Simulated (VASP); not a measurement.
These are LDA (Ceperley-Alder, Perdew-Zunger), VASP's LDA PAW potentials (set 64) (plane waves; VASP) values and carry that method's errors.

VASP ran on this input.

INCAR:
```
SYSTEM = CdGeAs2
PREC = Accurate
ENCUT = 500
EDIFF = 1E-6
NELM = 100
ALGO = Normal
LREAL = .FALSE.
LASPH = .TRUE.
ISMEAR = 0
SIGMA = 0.05
LMAXMIX = 4
LWAVE = .FALSE.
LCHARG = .FALSE.
IBRION = 2
ISIF = 3
NSW = 40
EDIFFG = -0.02
```

### KPOINTS
```
kpoints
0
gamma
 5 5 5
```

### POSCAR
```
CdGeAs2
1
   -2.9431050898     2.9431050898     5.5960034024
    2.9431050898    -2.9431050898     5.5960034024
    2.9431050898     2.9431050898    -5.5960034024
Cd Ge As
2 2 4
Direct
  1.0000000000   0.0000000000   0.0000000000
  0.7500000000   0.2500000000   0.5000000000
  0.5000000000   0.5000000000   0.0000000000
  0.2500000000   0.7500000000   0.5000000000
  0.8750000000   0.8505115170   0.4755115170
  0.1494884830   0.6250000000   0.0244884830
  0.3750000000   0.3994884830   0.5244884830
  0.6005115170   0.1250000000   0.9755115170
```

POTCAR, in this order: Cd Ge_d As (LDA.64 set). Program: vasp_std.

Task: What will the output report for the number of irreducible k-points (NKPTS), largest plane-wave count, number of space-group operations, FFT grid (NGX, NGY, NGZ)?

Result: 
The number of irreducible k-points (NKPTS) is 18 and the largest plane-wave count is 4943. The number of space-group operations is 8. The FFT grid (NGX, NGY, NGZ) is 54 × 54 × 54.

The compound is CdGeAs2 in the chalcopyrite structure. This run relaxes it. Symmetry was kept, so distortions that lower it aren't found.
